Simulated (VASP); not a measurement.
Level of theory: PBEsol GGA, VASP's PBE PAW potentials (set 64) (plane waves; VASP).

The input files of a VASP run:

INCAR:
```
SYSTEM = AlGa3As4
PREC = Accurate
ENCUT = 400
EDIFF = 1E-7
NELM = 100
ALGO = Normal
LREAL = .FALSE.
LASPH = .TRUE.
ISMEAR = 0
SIGMA = 0.05
GGA = PS
LMAXMIX = 4
LWAVE = .FALSE.
LCHARG = .FALSE.
LORBIT = 11
ICHARG = 11
```

File POSCAR:
```
AlGa3As4
1
    0.0007680585     5.6657328048     5.6623532927
    5.6657328048     0.0007680585     5.6623532927
    2.8332504316     2.8332504316     0.0000000000
Ga As Al
3 4 1
Direct
  0.9998630934   0.9998630934   0.0002738132
  0.9997707454   0.5002195630   0.0000096916
  0.5002195630   0.9997707454   0.0000096916
  0.1249960417   0.1249960417   0.2500079166
  0.1249291959   0.6250394421   0.2500313620
  0.6250394421   0.1249291959   0.2500313620
  0.6249762593   0.6249762593   0.2500474814
  0.5002056592   0.5002056592   0.9995886816
```

File KPOINTS:
```
k-points along high-symmetry lines
8
Line-mode
Reciprocal
  0.000000   0.000000   0.000000 ! GAMMA
 -0.500000  -0.500000   0.000000 ! Y

 -0.500000  -0.500000   0.000000 ! Y
 -0.625000  -0.375000   0.000000 ! C_0

 -0.375000   0.375000   0.000000 ! SIGMA_0
  0.000000   0.000000   0.000000 ! GAMMA

  0.000000   0.000000   0.000000 ! GAMMA
  0.500000   0.500000   0.500000 ! Z

  0.500000   0.500000   0.500000 ! Z
  0.125000   0.875000   0.500000 ! A_0

 -0.125000   0.125000   0.500000 ! E_0
  0.000000   0.000000   0.500000 ! T

  0.000000   0.000000   0.500000 ! T
 -0.500000  -0.500000   0.000000 ! Y

  0.000000   0.000000   0.000000 ! GAMMA
 -0.500000   0.000000   0.000000 ! S

 -0.500000   0.000000   0.000000 ! S
  0.000000   0.500000   0.500000 ! R

  0.000000   0.500000   0.500000 ! R
  0.500000   0.500000   0.500000 ! Z

  0.500000   0.500000   0.500000 ! Z
  0.000000   0.000000   0.500000 ! T
```

POTCAR, in this order: Ga_d As Al (PBE.64 set). Program: vasp_std. Read from the step before: CHGCAR.

Output of the run:

**OSZICAR**
```
       N       E                     dE             d eps       ncg     rms          rms(c)
DAV:   1     0.442116315556E+03    0.44212E+03   -0.24545E+04  6784   0.184E+03
DAV:   2     0.285745141786E+02   -0.41354E+03   -0.40240E+03  7233   0.468E+02
DAV:   3    -0.320415142051E+02   -0.60616E+02   -0.57820E+02  7685   0.140E+02
DAV:   4    -0.354058054155E+02   -0.33643E+01   -0.32826E+01  7847   0.330E+01
DAV:   5    -0.355170440190E+02   -0.11124E+00   -0.11081E+00  8065   0.562E+00
DAV:   6    -0.355221295900E+02   -0.50856E-02   -0.50840E-02  9751   0.116E+00
DAV:   7    -0.355222057464E+02   -0.76156E-04   -0.76153E-04  8375   0.125E-01
DAV:   8    -0.355222081361E+02   -0.23897E-05   -0.23895E-05  9851   0.236E-02
DAV:   9    -0.355222081657E+02   -0.29630E-07   -0.29669E-07  6331   0.263E-03
   1 F= -.35522208E+02 E0= -.35522208E+02  d E =-.213374E-16
```

OUTCAR:
```
 val. band max:        3.7595442075   @ k =   0.0000   0.0000   0.0000

 cond. band min:       4.4082319055   @ k =   0.0000   0.0000   0.0000



 k-point     1 :       0.0000    0.0000    0.0000
  band No.  band energies     occupation
      1     -11.0017      2.00000
      2     -10.9599      2.00000
      3     -10.9540      2.00000
      4     -10.9008      2.00000
      5     -10.8977      2.00000
      6     -10.8953      2.00000
      7     -10.8880      2.00000
      8     -10.8736      2.00000
      9     -10.8673      2.00000
     10     -10.8495      2.00000
     11     -10.8298      2.00000
     12     -10.8298      2.00000
     13     -10.8278      2.00000
     14     -10.8256      2.00000
     15     -10.8170      2.00000
     16      -8.7538      2.00000
     17      -7.1239      2.00000
     18      -7.0077      2.00000
     19      -6.3764      2.00000
     20      -2.8968      2.00000
     21      -2.7807      2.00000
     22      -2.2969      2.00000
     23       1.2000      2.00000
     24       1.2032      2.00000
     25       2.6715      2.00000
     26       2.6718      2.00000
     27       2.7124      2.00000
     28       2.7175      2.00000
     29       3.7473      2.00000
     30       3.7503      2.00000
     31       3.7595      2.00000
     32       4.4082      0.00000
     33       4.7313      0.00000
     34       5.0726      0.00000
     35       5.1430      0.00000
     36       5.7673      0.00000
     37       7.5857      0.00000

 k-point     2 :      -0.0714   -0.0714    0.0000
  band No.  band energies     occupation
      1     -11.0010      2.00000
      2     -10.9599      2.00000
      3     -10.9538      2.00000
      4     -10.9004      2.00000
      5     -10.8974      2.00000
      6     -10.8961      2.00000
      7     -10.8878      2.00000
      8     -10.8738      2.00000
      9     -10.8676      2.00000
     10     -10.8492      2.00000
     11     -10.8300      2.00000
     12     -10.8299      2.00000
...
```

The density is held fixed in this step, so its total energy and stress have no physical meaning.

The structure was generated: AlGa3As4 was put into an ordered model structure (Amm2), which need not be its known phase. It was relaxed first.
